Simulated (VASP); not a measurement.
OSZICAR of a VASP run on I (space group Im-3m):

### OSZICAR
```
       N       E                     dE             d eps       ncg     rms          rms(c)
DAV:   1     0.171979174047E+02    0.17198E+02   -0.17648E+03   231   0.429E+02
DAV:   2    -0.933198830068E+00   -0.18131E+02   -0.17380E+02   294   0.808E+01
DAV:   3    -0.139376244358E+01   -0.46056E+00   -0.45781E+00   231   0.158E+01
DAV:   4    -0.139735369247E+01   -0.35912E-02   -0.35912E-02   399   0.189E+00
DAV:   5    -0.139735796711E+01   -0.42746E-05   -0.42746E-05   315   0.450E-02    0.410E+00
DAV:   6    -0.139628701946E+01    0.10709E-02   -0.28680E-03   308   0.346E-01    0.250E+00
DAV:   7    -0.139646043497E+01   -0.17342E-03   -0.49601E-03   273   0.468E-01    0.115E-01
DAV:   8    -0.139642674241E+01    0.33693E-04   -0.24064E-04   266   0.949E-02    0.153E-02
DAV:   9    -0.139642747623E+01   -0.73382E-06   -0.26097E-06   378   0.159E-02
   1 F= -.13964275E+01 E0= -.13899522E+01  d E =-.129505E-01
```

Task: Which electronic solver shows in the log?

Result: It is blocked Davidson (ALGO = Normal, or the opening steps of other solvers). The INCAR had ALGO = Normal.

Task: Can the final energy be trusted as converged?

Result: The run converged. It stopped with EDIFF = 1E-6, NELM = 100 (PBEsol GGA, plane waves, VASP's PBE PAW potentials (set 64)).

The structure was generated: I was put into an ordered model structure, which need not be its known phase. The cell was not relaxed at this level. The k-mesh is coarse (spacing up to 0.36 per Å, 2π included), so the numbers may not be converged in it. The run is one of a series of settings (GGA = PS against the base run), some of them coarse on purpose.
